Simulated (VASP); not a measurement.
Energy against volume of Pt (fcc). Level of theory: AM05 GGA, VASP's PBE PAW potentials (set 64) (plane waves; VASP 6.6.1). Run with 520 eV cut-off, 16×16×16 Γ-centred mesh, first-order Methfessel-Paxton smearing of 0.10 eV, potentials Pt.

| V (Å³/atom) | E (eV/atom) |
|---|---|
| 14.002 | -6.60188 |
| 14.449 | -6.64528 |
| 14.895 | -6.65887 |
| 15.342 | -6.64784 |

Q: Fit these four points and predict the energy of the run at 15.789 Å³/atom.

A: A cubic in V^(−2/3), the third-order Birch-Murnaghan form, passes through the four points with V0 = 14.90 Å³/atom and B0 = 293 GPa, and gives -6.6164 eV/atom there. The run gave -6.6166 eV/atom, -0.2 meV/atom from the fit; all five points give B0 = 292 GPa.

The compound is Pt in the fcc structure. It was relaxed first.
